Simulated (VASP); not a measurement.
## ZrTi7N8: band structure with PBEsol

The system is ZrTi7N8.

```
CELL_PARAMETERS angstrom
-4.25700 -4.25700 0.00000
0.00000 -4.25700 4.25700
-4.25700 0.00000 4.25700
ATOMIC_POSITIONS crystal
Zr 0.50000 0.00000 0.00000
Ti 0.00000 0.00000 0.00000
Ti 0.50000 0.50000 0.00000
Ti 0.00000 0.50000 0.00000
Ti 0.50000 0.00000 0.50000
Ti 0.00000 0.00000 0.50000
Ti 0.50000 0.50000 0.50000
Ti 0.00000 0.50000 0.50000
N 0.75000 0.25000 0.25000
N 0.24367 0.25633 0.25633
N 0.75633 0.74367 0.25633
N 0.24367 0.74367 0.25633
N 0.75633 0.25633 0.74367
N 0.24367 0.25633 0.74367
N 0.75633 0.74367 0.74367
N 0.25000 0.75000 0.75000
```

The cell was built by a generator and needn't be a form met in nature.

```
Program                : VASP 6.6.1
Task                   : band structure
Functional             : PBEsol
Potentials or basis    : VASP PAW PBE potentials, release 64 (Zr_sv, Ti_sv, N)
Cutoff                 : 520 eV
k mesh                 : 8 × 8 × 8
Occupations            : methfessel-paxton, width 0.1 eV
Spin                   : no spin polarisation
Further INCAR settings : ALGO = Normal; EDIFF = 1e-06; NBANDS = 82
```

* Pressure: 0.1 GPa
* Band gap along the path: none (metal or under the smearing width)

Forces in eV/Å, atoms in the order of the input:
```
Zr   0.000  0.000  0.000
Ti   0.000  0.000  0.000
Ti   0.000  0.000  0.000
Ti   0.000  0.000  0.000
Ti   0.000  0.000  0.000
Ti   0.000  0.000  0.000
Ti   0.000  0.000  0.000
Ti   0.000  0.000  0.000
N    0.000  0.000  0.000
N    0.000  0.000  0.002
N   -0.002  0.000  0.000
N    0.000  0.002  0.000
N    0.000 -0.002  0.000
N    0.002  0.000  0.000
N    0.000  0.000 -0.002
N    0.000  0.000  0.000
```

Levels at points of the mesh, in eV from the Fermi level:
```csv
k point,band 66,band 67,band 68,band 69,band 70,band 71
"(0.00, 0.00, 0.00)",-2.11,-2.11,-0.62,-0.62,-0.62,0.65
"(0.50, 0.00, 0.00)",-0.48,-0.47,-0.37,-0.37,-0.26,0.45
"(0.50, 0.50, 0.00)",-2.05,0.82,0.82,0.84,0.91,0.94
```

Core levels (eV, on the scale of the bands):
```
atom                                                                levels
1 Zr  1s -17804.3, 2s -2451.6, 2p -2184.1, 3s -387.0, 3p -299.9, 3d -157.0
2 Ti                                      1s -4852.1, 2s -520.8, 2p -428.1
3 Ti                                      1s -4852.1, 2s -520.8, 2p -428.1
4 Ti                                      1s -4852.1, 2s -520.8, 2p -428.1
5 Ti                                      1s -4852.1, 2s -520.8, 2p -428.1
6 Ti                                      1s -4852.1, 2s -520.8, 2p -428.1
```

It took 8.3 min on 1 × NVIDIA H100 80GB with 1 thread of AMD EPYC 7R13 Processor (Zen 3), with other jobs on the host, peak memory 1.7 GiB.

Caveat: the PAW data sets were made with another functional, which shifts forces and pressure a little.
